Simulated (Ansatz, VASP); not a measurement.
# Cross-check of SiF (honeycomb Si sheet capped with F on both sides) between VASP and Ansatz, part 2 of 2

Aim: how closely do two programs agree when they are given the same cell, functional and k mesh? Of the first pair: The structure shown is the start of the Ansatz relaxation below; VASP solves that cell, so the two are compared at the walk's first step.

VASP 6.6.1 and Ansatz 0.2.0.

So far: The starting structure; Ansatz: relaxation, PBE; VASP: single point, PBE, start cell, pair 1; Comparison.

## 5. Ansatz: relaxation, PBE

Level of this step: Ansatz beside VASP: Kohn-Sham DFT, plane waves, PBE (Ansatz).

This run makes the geometry at which the two programs are then compared.

The structure compared here is the end of the Ansatz relaxation.

input.yaml

```yaml
crystal:
  lattice:
    - [3.9673102517, 0.0, 0.0]
    - [-1.9836551259, 3.4357914627, 0.0]
    - [0.0, 0.0, 16.86]
  atoms:
    - { symbol: Si, position: [0.3333333333, 0.6666666667, 0.5207220103] }
    - { symbol: Si, position: [0.6666666667, 0.3333333333, 0.4792779897] }
    - { symbol: F, position: [0.3333333333, 0.6666666667, 0.6173876558] }
    - { symbol: F, position: [0.6666666667, 0.3333333333, 0.3826123442] }
kpoints:
  mp_grid: { grid: [7, 7, 1] }
scf:
  occupations: { method: fermi_dirac, width: 0.05 }
  max_iter: 100
  lower_state_search: "off"
hamiltonian:
  xc: pbe
  pseudopotentials: { kind: paw, azcp: { folder: soft_1 } }
relax:
  adjacent_minimum: "off"
  f_tol: 0.01
  max_steps: 60
  cell: { fix: [c, alpha, beta] }
```

On the command line:

```console
$ ansatz run input.yaml --threads 4 --pin off --max-ram 10240MiB --backend cpu --events-out ev --progress --plain --runs-dir out
```

Numbers of over 12 decimals in the logs are rounded to 6 here.

Output:

```text
[...]
Crystal: 4 atoms, lattice volume = 229.816 Å³
Basis set: ecut = 420 eV, 4509 PW (Γ), exchange–correlation on 54×54×240 points (8 copies of the dense FFT grid, shifted against one another)
Bands: 15, of which v1, the nominal top of the filled ones, is band 11 counted from 1 (10 counted from 0)
Symmetry: 12 space group operations
[...]
k-points: 8 of 49
[...]
--- Relaxed structure (3 steps of the walk, 3 accepted, 1 SCFs on fresh bases) ---
[...]
cell:  # Å, volume = 229.7756 Å³
    - [3.966960, 2.8865002378038878e-11, 0]
    - [-1.983480, 3.435488, 0]
    - [0, 0, 16.86]
  atoms:
    - { symbol: Si, position: [0.333333, 0.666667, 0.520758] }
    - { symbol: Si, position: [0.666667, 0.333333, 0.479242] }
    - { symbol: F, position: [0.333333, 0.666667, 0.617330] }
    - { symbol: F, position: [0.666667, 0.333333, 0.382670] }
[key lines of the parts left out:]
SCF converged after 5 iterations
Free energy (F): -2889.599451 eV
Fermi energy:    -3.041618 eV
P = ⅓ Tr σ = 0.0092 GPa (0.092 kbar)
```

## 6. VASP: single point, PBE, relaxed cell, pair 2

The same cell, functional, mesh and smearing now go to VASP, with its own data sets.

INCAR

```
SYSTEM = SiF
PREC = Accurate
ENCUT = 600
EDIFF = 1E-06
NELM = 120
ISMEAR = -1
SIGMA = 0.05
LREAL = .FALSE.
ALGO = Normal
GGA = PE
NBANDS = 17
LORBIT = 11
LWAVE = .FALSE.
LCHARG = .FALSE.
ISIF = 2
LASPH = .TRUE.
GGA_COMPAT = .FALSE.
EFERMI = MIDGAP
```

POSCAR

```
SiF
1.0
    3.9669600366      0.0000000000      0.0000000000
   -1.9834800183      3.4354881674      0.0000000000
    0.0000000000      0.0000000000     16.8600000000
Si F
2 2
Direct
    0.3333333333      0.6666666667      0.5207581721
    0.6666666666      0.3333333334      0.4792418279
    0.3333333333      0.6666666667      0.6173300266
    0.6666666666      0.3333333334      0.3826699734
```

KPOINTS

```
Automatic mesh
0
Gamma
7 7 1
0 0 0
```

PAW data sets: Si and F (PBE family, release 64).

On the command line:

```console
$ mpirun -np 1 vasp_std
```

Output:

```text
[... set-up lines as in an earlier step ...]
 entering main loop
       N       E                     dE             d eps       ncg     rms          rms(c)
DAV:   1     0.196798748229E+03    0.19680E+03   -0.92093E+03   272   0.108E+03
DAV:   2     0.483277034156E+01   -0.19197E+03   -0.18594E+03   354   0.235E+02
DAV:   3    -0.219888272461E+02   -0.26822E+02   -0.26708E+02   307   0.106E+02
DAV:   4    -0.224602728177E+02   -0.47145E+00   -0.47055E+00   366   0.161E+01
[...]
DAV:  15    -0.212096450163E+02   -0.16612E-05   -0.41701E-06   364   0.168E-02    0.433E-03
DAV:  16    -0.212096435570E+02    0.14593E-05   -0.99676E-07   316   0.820E-03    0.970E-04
DAV:  17    -0.212096425632E+02    0.99384E-06   -0.16315E-07   309   0.251E-03
   1 F= -.21209643E+02 E0= -.21209618E+02  d E =-.489946E-04
```

Parts of OUTCAR (step 6):

```text
  Total       -0.1108781     -0.1108781      0.4639563     -0.0000000     -0.0000000     -0.0000000
  in kB       -0.7731298     -0.7731298      3.2350707     -0.0000000     -0.0000000     -0.0000000
  external PRESSURE =       0.5629370 kB  Pullay stress =       0.0000000 kB

 POSITION                                       TOTAL-FORCE (eV/Angst)
 -----------------------------------------------------------------------------------
     -0.00000      2.29033      8.77998         0.000000     -0.000000     -0.173044
      1.98348      1.14516      8.08002         0.000000     -0.000000      0.173044
     -0.00000      2.29033     10.40818        -0.000000     -0.000000      0.178217
      1.98348      1.14516      6.45182         0.000000      0.000000     -0.178217
 -----------------------------------------------------------------------------------
    total drift:                                0.000001     -0.000001     -0.000000

  FREE ENERGIE OF THE ION-ELECTRON SYSTEM (eV)
  ---------------------------------------------------
  free  energy   TOTEN  =       -21.2096425632 eV

  energy  without entropy=      -21.2095935686  energy(sigma->0) =      -21.20961807

[... 1 part as in an earlier step ...]

[... 2 further parts left out ...]
[key lines of the parts left out:]
E-fermi :  -3.3760
```

## 7. Differences

What differs besides the data sets and the points named for the pairs above, as far as they apply: the cutoff is 420 eV in Ansatz and 600 eV in VASP; Ansatz's pressure holds a Pulay correction, VASP's none. Total energies have different zeros and are not compared.

Compared:

```csv
quantity,Ansatz,VASP,difference
pressure (GPa),0.01,0.06,-0.05
gap on the k mesh (eV),0.683,0.683,-0.001
```

Forces (eV/Å; atoms numbered as in POSCAR):

```csv
atom,"Ansatz x, y, z","VASP x, y, z"
Si1,"0.000, 0.000, -0.003","0.000, 0.000, -0.173"
Si2,"0.000, 0.000, 0.003","0.000, 0.000, 0.173"
F3,"0.000, 0.000, 0.007","0.000, 0.000, 0.178"
F4,"0.000, 0.000, -0.007","0.000, 0.000, -0.178"
```

The forces differ by 99 meV/Å r.m.s., where the r.m.s. force is 0.003 eV/Å in Ansatz and 0.101 eV/Å in VASP: the atoms lie near their places of rest in Ansatz, so a percentage would say little (all taken over all components). A gap on the mesh is an upper bound, since the band edges may lie between its points. With vacuum in the cell, a pressure given here is an average over mostly empty space and none of the material.

## 8. What came out

| Item | Value |
| --- | --- |
| r.m.s. force difference (single point, PBE, start cell, pair 1) | 102 meV/Å |
| r.m.s. force difference (single point, PBE, relaxed cell, pair 2) | 99 meV/Å |

What this shows: The r.m.s. force difference is 102 meV/Å (single point, PBE, start cell, pair 1), beyond the 12 meV/Å picked in this series as the mark of a large difference. What causes the difference of the single point, PBE, start cell, pair 1 pair stays open here. What causes the difference of the single point, PBE, relaxed cell, pair 2 pair stays open here. How closely two codes agree says nothing of how well the functional describes the real material.

[Lines on the potential files, build, host, timing and source positions are cut from VASP's logs without a mark.]

[Logs are printed without paths, hosts, clocks, repeated set-up lines and the standing remarks that a program may print on its own settings, such as how far it seeks lower states.]

[Hosts, paths, dates, database ids (printed as entryN), source tags and the programs' standing remarks are cut or masked in the printed files.]
